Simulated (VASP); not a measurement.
WAu, 2 atoms in the cell. Symmetry: F-43m, No. 216, cubic system. Conventional cell: a = 5.496 Å, b = 5.496 Å, c = 5.496 Å, α = 90.00°, β = 90.00°, γ = 90.00°. W (site symmetry -43m) has 4 Au at 2.38 Å as nearest neighbours. Au (site symmetry -43m) is surrounded by 4 W at 2.38 Å. The cell was built by a generator and needn't be a form met in nature.

```yaml
Program: VASP 6.6.1
Task: relaxation of cell and atoms
Functional: revPBE
Dispersion: D2
Potentials_or_basis: VASP PAW PBE potentials, release 64 (W_sv, Au)
Cutoff: 600 eV
k_mesh: 8 × 8 × 8
Occupations: fermi-dirac, width 0.05 eV
Spin: no spin polarisation
Further_INCAR_settings: ALGO = Normal; EDIFF = 1e-06; IBRION = 2; EDIFFG = -0.01; NSW = 40; ISIF = 3
```

Potentials or basis: VASP PAW PBE potentials, release 64 (W_sv, Au).

Command:

```console
$ cat potpaw_PBE.64/W_sv/POTCAR potpaw_PBE.64/Au/POTCAR > POTCAR
$ mpirun -np 1 vasp_std > vasp.out
```

Hardware: 1 thread of Intel(R) Xeon(R) Platinum 8488C (Sapphire Rapids), with other jobs on the host.

Problem. How long does it take, and how much memory?

Solution. Run time: 52 s on 1 thread of Intel(R) Xeon(R) Platinum 8488C (Sapphire Rapids), with other jobs on the host, peak memory 0.19 GiB. Counts: scf iterations 26, k points 29, ion steps 3.
